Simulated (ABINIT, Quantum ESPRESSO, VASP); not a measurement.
# One structure in several programs: InSe (R3m, 4 atoms in the cell)

Self-consistent single point.

```
CELL_PARAMETERS angstrom
      2.02334    -1.16818     8.60852
      0.00000     2.33636     8.60852
     -2.02334    -1.16818     8.60852
ATOMIC_POSITIONS crystal
  In 0.11035 0.11035 0.11035
  In 0.00183 0.00183 0.00183
  Se 0.61971 0.61971 0.61971
  Se 0.82581 0.82581 0.82581
```

All programs got the same cell, k-point mesh and kind of occupations (some realise fixed ones as a very narrow smearing) (in Quantum ESPRESSO's words: occupations = fixed; K_POINTS = automatic 6 6 6 0 0 0); potentials, basis and cutoffs are each program's usual ones.

```
code                                                            model  pressure (GPa)  largest force (eV/Å)  gap on the mesh (eV)  cutoff
----------------  ---------------------------------------------------  --------------  --------------------  --------------------  ------
Quantum ESPRESSO  LDA (PZ), GBRV 1.5 ultrasoft (LDA) pseudopotentials           -2.91                 0.153                 0.191   40 Ry
VASP                     LDA (PZ), VASP's LDA PAW potentials (set 64)           -2.46                 0.133                 0.219  300 eV
ABINIT                             LDA (PW92), PAW (JTH v2.0 LDA PAW)           -2.75                 0.156                 0.196  544 eV
```

Size of the force on each atom (eV/Å): Sizes of forces hide their directions.

| code | In1 | In2 | Se3 | Se4 |
|---|---|---|---|---|
| Quantum ESPRESSO | 0.039 | 0.039 | 0.153 | 0.153 |
| VASP | 0.045 | 0.044 | 0.133 | 0.132 |
| ABINIT | 0.026 | 0.038 | 0.144 | 0.156 |

Gaps are read on the mesh.

The spread over the programs that give each value: pressure within 0.45 GPa; largest force within 0.023 eV/Å; gap on the mesh within 0.028 eV.

The starting cell comes from a database of computed structures (which also holds hypothetical and non-ambient phases and stackings), without a prior relaxation at this level.

### Question
Why do the programs differ, and what cannot be compared?

### Answer
Differences of this kind can come from the potentials, where these differ, and from what each basis and cutoff leave unconverged. The zero of total energies and Fermi levels follows the potentials and each program's conventions, so they are not compared here. The same LDA comes in different parametrisations, which differ slightly.

VASP's run is marked for a possible Pulay error in its stress at this cutoff; no cutoff test was made.

VASP ran the fixed occupations as a Gaussian smearing of 0.01 eV.

Left out of this page: Ansatz, GPAW, CP2K, Elk, FLEUR and SIESTA (not drawn, or without a comparable value).
